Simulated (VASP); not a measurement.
CuI:

```
Cu I
1.0
     0.00000    3.04092    3.04092
     3.04092    0.00000    3.04092
     3.04092    3.04092    0.00000
Cu I
1 1
Direct
  0.25000 0.25000 0.25000
  0.00000 0.00000 0.00000
```

Base run:

```yaml
Program: VASP 6.6.1
Functional: PBE
Potentials_or_basis: VASP PAW PBE potentials, release 64 (Cu, I)
Cutoff: 520 eV
k_mesh: 8 × 8 × 8
Occupations: gaussian, width 0.03 eV
Spin: collinear spin, ferromagnetic start
Starting_moments: "[1.0, 0.0] μB"
```

Its results: band gap on the k mesh 1.12 eV, direct; pressure -0.1 GPa; net moment 0.00 μB per cell.

Task: The run is repeated on the same cell with these changes: functional from PBE to LDA; potentials or basis from VASP PAW PBE potentials, release 64 (Cu, I) to VASP PAW LDA potentials, release 64 (Cu, I). What comes out?

Result: Band gap on the k mesh 0.97 eV, direct; pressure -4.6 GPa; net moment 0.00 μB per cell.

Caveats: spin-orbit coupling is left out, which moves the levels of the heavy elements.
